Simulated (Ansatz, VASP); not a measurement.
## Cross-check of Y2SiCSeS2O (1T-SiSSe under Y2COS MXene, AB) between VASP and Ansatz

Aim: how closely do two programs agree when they are given the same cell, functional and k mesh? The structure shown is the start of the Ansatz relaxation below; VASP solves that cell, so the two are compared at the walk's first step.

Calculated with Ansatz 0.2.0; plane waves, with VASP 6.6.1 beside it; single point at PBE with D3(BJ).

**1. The starting structure**

The cell holds 8 atoms: 1 Se, 1 Si, 2 S, 2 Y, 1 C and 1 O. Its edges and angles: a = 3.441 Å, b = 3.441 Å, c = 45.442 Å, α = 90.0°, β = 90.0°, γ = 120.0°. Vacuum lies along c. The height across the vacuum is the one that the program set for its solve, not the one typed.

Coordinates:

```
Se Si S Y C O
1.0
     3.44138    0.00000    0.00000
    -1.72069    2.98032    0.00000
     0.00000    0.00000   45.44173
Se Si S Y C O
1 1 2 2 1 1
Direct
  0.66667 0.33333 0.19806
  0.00000 0.00000 0.22070
  0.33333 0.66667 0.24039
  0.66667 0.33333 0.30641
  0.00000 0.00000 0.34808
  0.66667 0.33333 0.40847
  0.33333 0.66667 0.37828
  0.00000 0.00000 0.43618
```

**2. Ansatz: relaxation, PBE with D3(BJ)**

Ansatz runs on its default PAW (the set named soft_2) files.

The two programs are compared at the cell with which this relaxation starts, whose forces are those of its first step.

Contents of input.yaml:

```yaml
crystal:
  lattice:
    - [3.44138, 0.0, 0.0]
    - [-1.72069, 2.9803225041, 0.0]
    - [0.0, 0.0, 28.8208637071]
  atoms:
    - { symbol: Se, position: [0.6666666667, 0.3333333333, 0.3122737782] }
    - { symbol: Si, position: [0.0, 0.0, 0.3479845819] }
    - { symbol: S, position: [0.3333333333, 0.6666666667, 0.3790185995] }
    - { symbol: S, position: [0.6666666667, 0.3333333333, 0.4831098589] }
    - { symbol: "Y", position: [0.0, 0.0, 0.5488147736] }
    - { symbol: C, position: [0.3333333333, 0.6666666667, 0.5964272065] }
    - { symbol: "Y", position: [0.6666666667, 0.3333333333, 0.6440396395] }
    - { symbol: O, position: [0.0, 0.0, 0.6877262218] }
  periodic: [true, true, false]
kpoints:
  mp_grid: { grid: [12, 12, 1] }
hamiltonian:
  xc: pbe
  dispersion: d3bj
scf:
  occupations: { method: fermi_dirac, width: 0.05 }
  convergence: { dr2_threshold: 1.0e-09 }
relax:
  f_tol: 0.004
  max_steps: 90
  cell: {}
output:
  write_potential: true
  write_density: true
  volumetric_format: npy
```

The run is started by

```bash
> ansatz run input.yaml --threads 4 --pin off --max-ram 6144MiB --backend cpu --events-out ev --progress --plain --runs-dir out
```

Numbers of over 12 decimals in the logs are rounded to 6 here.

What it wrote:

```text
Warning: crystal.periodic: the lattice vector that does not repeat stood 0.000° off the slab's normal, 28.821 Å along it as the deck builds it. The run solves the slab on a vector along the normal, 45.442 Å long, with every atom where it was (on the deck's vector they left 18.00 Å outside them, and the widest stretch free of ions among them is 3.00 Å). A fractional position that the run reports is one of the run's ce [...]
Warning: relax.cell: scf.convergence.dr2_threshold = 1e-9 eV is looser than the 1.84540844831e-10 eV advised for a relaxation that steers and ends on the stress (1e-10 eV for each atom of the cell: 8, times the square of relax.cell.stress_2d_tol = 0.05 N/m over 20.8 Å (the atoms' height at the walk's start and 5 Å past either face), 2.401e-2 GPa, over a crystal's default 0.05). What an SCF threshold leaves in a stress goes as its square root, and in the free energy as the threshold itself, and one threshold admits the most on a small cell: [figures from the program's tests cut] Set scf.convergence.dr2_threshold to 1.84540844831e-10 eV or tighter. [rest of the remark cut]
crystal.periodic: the lattice vector that does not repeat stood 0.000° off the slab's normal, 28.821 Å along it as the deck builds it. The run solves the slab on a vector along the normal, 45.442 Å long, with every atom where it was (on the deck's vector they left 18.00 Å outside them, and the widest stretch free of ions among them is 3.00 Å). A fractional position that the run reports is one of the run's cell, which [...]
Engine: ansatz 0.2.0, aarch64-unknown-linux-gnu
Pseudopotentials: kind: paw
Pseudopotential: Se, paw, valence charge 16, recommended cutoff 420 eV (normal), Se.paw.azcp
Pseudopotential: Si, paw, valence charge 4, recommended cutoff 420 eV (normal), Si.paw.azcp
[...]
iter 1 solved again at ethr=1.99e-6 eV; its pass at ethr=3.10e-3 eV (dr2=1.27e-3 eV) is discarded
SCF iter   1: F=—  HF=-16431.527894 eV  |F-HF|=—  |Δ(HF+E_count)|=         —  Δρ=2.38e-5  dr2=1.62e-7  ethr=1.99e-6  ⟨swp⟩=5.0  Hψ=7848  notcnv=0
eigensolver tolerance schedule: the retry pair's looser diagonalisation over-reported the residual by 7876.99 of it (diagonalisation noise at an unbounded share of the residual, at the tolerance the schedule requests for it); recorded, not acted on — ethr = c·dr2/N_el stays at c = 1.0e-1
SCF iter   2: F=—  HF=-16431.528561 eV  |F-HF|=—  |Δ(HF+E_count)|=   6.67e-4  Δρ=6.57e-6  dr2=6.32e-7  ethr=2.53e-10  ⟨swp⟩=6.3  Hψ=3155  notcnv=0
SCF iter   3: F=—  HF=-16431.528561 eV  |F-HF|=—  |Δ(HF+E_count)|=   1.23e-7  Δρ=1.81e-6  dr2=4.87e-8  ethr=2.53e-10  ⟨swp⟩=2.8  Hψ=1440  notcnv=0
SCF iter   4: F=—  HF=-16431.528558 eV  |F-HF|=—  |Δ(HF+E_count)|=   3.36e-6  Δρ=1.05e-6  dr2=1.67e-8  ethr=7.61e-11  ⟨swp⟩=3.0  Hψ=1334  notcnv=0
SCF iter   5: F=—  HF=-16431.528561 eV  |F-HF|=—  |Δ(HF+E_count)|=   3.21e-6  Δρ=3.83e-7  dr2=2.25e-9  ethr=2.61e-11  ⟨swp⟩=2.7  Hψ=1048  notcnv=0
SCF iter   6: F=-16431.528561 eV  HF=-16431.528561 eV  |F-HF|=5.90e-8  |Δ(HF+E_count)|=   9.42e-8  Δρ=1.25e-7  dr2=1.35e-10  ethr=1.56e-12  ⟨swp⟩=17.5  Hψ=6472  notcnv=0
SCF 11 converged in 6 iterations: F = -16431.528561 eV  dr2 = 1.35e-10
relax step  11: F+E_penalty+E_count = -16431.52856087 eV  Δ(F+E_penalty+E_count) = -7.181e-5 eV  max|allowed force component| = 4.199e-4 eV/Å  Δτ_max = 0.0000 Å  P = +0.005 N/m  Ω = 485.885 Å³  fix = [c, alpha, beta]  reactions: c +0.000 N/m  stress off target by 4.72e-3 N/m on what of the cell is left free  SCF on the basis re-selected at this cell (its energy is not comparable with the rows above)  (6 SCF iters)
basis re-selected at this cell: Δ(F+E_penalty+E_count) = -7.181e-5 eV, ΔP = +0.001 N/m vs the last step (what re-selecting the basis moved, of the pressure what is left beyond the Pulay correction that the steps carried, after the strain that the cell walked since its last selection, with what the two solves' SCF thresholds leave and, on support functions, any second-order correction that the steps lacked; it is no m [...]
WARN: The output density's exchange-correlation potential varies sharply where the density is thin. Do not read a vacuum level from v_tot or v_xc, or from such a field of the output density. On a cell that repeats whose density bears no net charge and no dipole along the vacuum's axis use v_es (v_loc + v_h of the components); under efield.dipole_correction with no amplitude use v_es + v_field, which holds any externa [...]
SCF converged after 6 iterations
Free energy (F): -16431.528561 eV
Harris-Foulkes:  -16431.528561 eV  (|F-HF|=5.90e-8)
Internal energy: -16431.500439 eV  (E = F + TS)
E sigma→0 (E₀):  -16431.514500 eV
Entropy (-TS):   -0.028122 eV (-3.515 meV/atom)
Fermi energy:    -5.659905 eV
--- Per-component energies (eV) ---
  E_band       = -1434.323344
  E_kinetic    = 1249.506585
  E_local      = -234397.977359  (includes V_loc(G=0)·N_el)
  E_nonlocal   = -340.210414
  E_hartree    = 116435.206177
  E_xc         = -824.789029
  E_vxc        = -875.257465  (∫ρ·V_xc dr)
  E_paw        = -9531.322417  (= ΣΔE_a)
  E_vpaw       = 59.201020  (= ΣTr[D̂ρ^β])
  E_aug_tail   = 0.001849  (compensation charges beyond the density's cutoff)
  E_ewald      = 110980.203841
  E_disp       = -2.119672  (pairwise vdW)
  E_smearing   = -0.028122  (= −TS)
  E_closure    = 0.000000  (closes the sum)
  Σ components = -16431.528561   (vs F -16431.528561, Δ=0.00e0)
--- Forces (eV/Å), atoms counted from 1 ---
  atom   1  Se     0.00000000     0.00000000     0.00039059
  atom   2  Si    -0.00000000     0.00000000    -0.00005660
  atom   3  S      0.00000000    -0.00000000    -0.00030492
  atom   4  S      0.00000000    -0.00000000     0.00006369
  atom   5  Y      0.00000000     0.00000000     0.00006378
  atom   6  C      0.00000000     0.00000000     0.00034820
  atom   7  Y     -0.00000000     0.00000000    -0.00042001
  atom   8  O      0.00000000    -0.00000000    -0.00008575
  max |Σ_I F_I| component: 1.02e-6 eV/Å
--- 2D stress c σ (N/m, compression-positive) ---
        0.004720       0.000000       0.000000
        0.000000       0.004720       0.000000
        0.000000       0.000000       0.000000
  P = ½ c Tr σ = 0.0047 N/m
--- Band table (eV; the first three rows and the last of 19) ---
  k-point 0: bands = ["-52.6749", "-52.6749", "-52.6243", "-52.6243", "-52.6066", "-46.2975", "-46.0686", "-26.7020", "-26.3129", "-26.1079", "-26.1079", "-25.9095", "-25.9095", "-22.1285", "-20.6489", "-18.4604", "-17.2277", "-14.2304", "-11.3419", "-8.8081", "-8.8034", "-8.8034", "-8.1346", "-7.2268", "-7.2268", "-6.7567", "-6.2967", "-6.2967", "-6.1207", "-6.1207", "-5.5010", "-4.6874", "-4.6874", "-3.6451", "-2.4427", "-1.7975", "-1.5102", "-1.5102", "-1.3156", "-1.3156"]
  k-point 1: bands = ["-52.6749", "-52.6747", "-52.6243", "-52.6243", "-52.6065", "-46.2922", "-46.0642", "-26.6990", "-26.3268", "-26.1716", "-26.1201", "-25.9602", "-25.9194", "-22.0504", "-20.5616", "-18.4046", "-17.1745", "-14.2124", "-11.3342", "-8.9484", "-8.7417", "-8.6213", "-8.2178", "-7.7634", "-7.4716", "-6.8351", "-6.6299", "-6.3612", "-6.2858", "-6.0488", "-5.4244", "-5.0213", "-4.8111", "-3.2525", "-2.0090", "-1.7881", "-1.4625", "-1.3539", "-1.3533", "-1.1496"]
  k-point 2: bands = ["-52.6749", "-52.6744", "-52.6244", "-52.6243", "-52.6063", "-46.2776", "-46.0521", "-26.7324", "-26.4261", "-26.2247", "-26.1532", "-26.0921", "-25.9466", "-21.8632", "-20.3040", "-18.2488", "-17.0343", "-14.1545", "-11.3935", "-9.2589", "-8.9512", "-8.5748", "-8.3618", "-8.0512", "-7.9523", "-7.4691", "-7.0003", "-6.4306", "-6.2894", "-6.0282", "-5.9847", "-5.2557", "-5.0658", "-3.1975", "-2.1470", "-1.6077", "-1.1338", "-0.9209", "-0.8321", "-0.7755"]
  k-point 18: bands = ["-52.6739", "-52.6737", "-52.6248", "-52.6247", "-52.6055", "-46.2073", "-45.9939", "-27.3230", "-26.5863", "-26.4349", "-26.3850", "-26.2908", "-26.1353", "-21.2132", "-17.9579", "-17.8187", "-16.4415", "-13.9791", "-13.6588", "-10.7158", "-10.4131", "-9.9892", "-8.2883", "-8.1794", "-8.1655", "-8.1492", "-7.6047", "-7.4418", "-7.1367", "-6.7441", "-6.4172", "-6.3705", "-6.1322", "-3.2996", "-1.5793", "-0.7680", "-0.3917", "-0.3855", "-0.2315", "0.2051"]
  the weakly bound empty levels are not read free of the cell's end (no_gap_told)
--- Relaxed structure (9 steps of the walk, 9 accepted, 2 SCFs on fresh bases) ---
  F+E_penalty+E_count = -16431.52856087 eV   max|allowed force component| = 4.199e-4 eV/Å   (the final SCF, on the basis selected at the relaxed cell)
  cell:  # Å, volume = 485.8849 Å³
    - [3.513775, 0.0, 0]
    - [-1.756888, 3.043019, 0]
    - [0, 0, 45.441727]
  atoms:
    - { symbol: Se, position: [0.666667, 0.333333, 0.190905] }
    - { symbol: Si, position: [5.782411586050843e-18, -2.7755575614821095e-17, 0.222305] }
    - { symbol: S, position: [0.333333, 0.666667, 0.250074] }
    - { symbol: S, position: [0.666667, 0.333333, 0.307196] }
    - { symbol: Y, position: [5.782411586051219e-18, -2.7755575614820343e-17, 0.344852] }
    - { symbol: C, position: [0.333333, 0.666667, 0.375019] }
    - { symbol: Y, position: [0.666667, 0.333333, 0.414913] }
    - { symbol: O, position: [5.7824115860509435e-18, -2.7755575614820895e-17, 0.431303] }
```

**3. VASP: single point, PBE with D3(BJ), start cell**

The same cell, functional, mesh and smearing now go to VASP, with its own data sets.

Lines of VASP's logs that name or quote its potential files are left out, and so is its time.

Contents of INCAR:

```
SYSTEM = Y2SiCSeS2O
PREC = Accurate
ENCUT = 520
EDIFF = 1E-06
NELM = 120
ISMEAR = -1
SIGMA = 0.05
LREAL = .FALSE.
ALGO = Normal
GGA = PE
IVDW = 12
NBANDS = 35
LASPH = .TRUE.
LORBIT = 11
LWAVE = .FALSE.
LCHARG = .FALSE.
ISIF = 2
LDIPOL = .TRUE.
IDIPOL = 3
DIPOL = 0.5 0.5 0.317
LVHAR = .TRUE.
GGA_COMPAT = .FALSE.
NELMDL = -8
KPAR = 2
```

Contents of POSCAR:

```
Y2SiCSeS2O
1.0
    3.4413800000      0.0000000000      0.0000000000
   -1.7206900000      2.9803230000      0.0000000000
    0.0000000000      0.0000000000     45.4417270000
Se Si S Y C O
1 1 2 2 1 1
Direct
    0.6666666667      0.3333333333      0.1980558529
    0.0000000000      0.0000000000      0.2207049921
    0.3333333333      0.6666666667      0.2403879368
    0.6666666667      0.3333333333      0.3064065545
    0.0000000000      0.0000000000      0.3480791124
    0.6666666667      0.3333333333      0.4084743302
    0.3333333333      0.6666666667      0.3782767103
    0.0000000000      0.0000000000      0.4361820139
```

Contents of KPOINTS:

```
Automatic mesh
0
Gamma
12 12 1
0 0 0
```

The projector-augmented-wave data sets are Se, Si, S, Y_sv, C and O (PBE family, release 64).

The run is started by

```bash
> mpirun -np 2 vasp_std
```

What it wrote:

```text
[banner, memory and clock lines left out]
running    2 mpi-ranks, on    1 nodes
 distrk:  each k-point on    1 cores,    2 groups
 distr:  one band on    1 cores,    1 groups

 POSCAR found type information on POSCAR SeSiS Y C O
 POSCAR found :  6 types and       8 ions
 LDA part: xc-table for (Slater+PW92), standard interpolation
 POSCAR, INCAR and KPOINTS ok, starting setup
 FFT: planning ... GRIDC
 FFT: planning ... GRID_SOFT
 FFT: planning ... GRID
 WAVECAR not read
 entering main loop
       N       E                     dE             d eps       ncg     rms          rms(c)
DAV:   1     0.437517060462E+03    0.43752E+03   -0.23084E+04  1586   0.122E+03
DAV:   2     0.400243877833E+01   -0.43351E+03   -0.42589E+03  1826   0.287E+02
DAV:   3    -0.550106636112E+02   -0.59013E+02   -0.58282E+02  1896   0.949E+01
DAV:   4    -0.585177504248E+02   -0.35071E+01   -0.34961E+01  2164   0.234E+01
DAV:   5    -0.586380602713E+02   -0.12031E+00   -0.12027E+00  2076   0.387E+00
DAV:   6    -0.586426128804E+02   -0.45526E-02   -0.45522E-02  2164   0.766E-01
DAV:   7    -0.586427483852E+02   -0.13550E-03   -0.13549E-03  2068   0.130E-01
DAV:   8    -0.586427530288E+02   -0.46437E-05   -0.46430E-05  2148   0.243E-02    0.607E+01
DAV:   9    -0.183401266294E+03   -0.12476E+03   -0.11156E+03  2237   0.654E+01    0.566E+01
DAV:  10    -0.455180421176E+03   -0.27178E+03   -0.89969E+03  2329   0.127E+02    0.131E+02
DAV:  11    -0.529968000248E+03   -0.74788E+02   -0.98070E+02  1998   0.116E+02    0.114E+02
DAV:  12    -0.308207081691E+03    0.22176E+03   -0.47590E+02  2010   0.535E+01    0.839E+01
DAV:  13    -0.591326745198E+02    0.24907E+03   -0.64367E+02  1932   0.433E+01    0.822E+01
DAV:  14    -0.850430841856E+02   -0.25910E+02   -0.33430E+02  1932   0.369E+01    0.361E+01
[...]
DAV:  98    -0.476053879955E+02   -0.18659E-04   -0.26718E-05  1565   0.202E-02    0.173E-02
DAV:  99    -0.476053988886E+02   -0.10893E-04   -0.51367E-06  1402   0.895E-03    0.116E-02
DAV: 100    -0.476054109108E+02   -0.12022E-04   -0.43989E-06  1397   0.787E-03    0.392E-03
DAV: 101    -0.476054172492E+02   -0.63384E-05   -0.96728E-07  1135   0.377E-03    0.259E-03
DAV: 102    -0.476054188206E+02   -0.15714E-05   -0.41602E-07  1105   0.238E-03    0.169E-03
DAV: 103    -0.476054228592E+02   -0.40386E-05   -0.36619E-07  1105   0.193E-03    0.133E-03
DAV: 104    -0.476054241937E+02   -0.13345E-05   -0.80513E-08  1043   0.115E-03    0.476E-04
DAV: 105    -0.476054250219E+02   -0.82814E-06   -0.44401E-08   996   0.753E-04
   1 F= -.49843520E+02 E0= -.49821540E+02  d E =-.439585E-01
```

(Continued in part 2 of 2.)

[Lines on the potential files, build, host, timing and source positions are cut from VASP's logs without a mark.]

[Logs are printed without paths, hosts, clocks, repeated set-up lines and the standing remarks that a program may print on its own settings, such as how far it seeks lower states.]

[Hosts, paths, dates, database ids (printed as entryN), source tags and the programs' standing remarks are cut or masked in the printed files.]
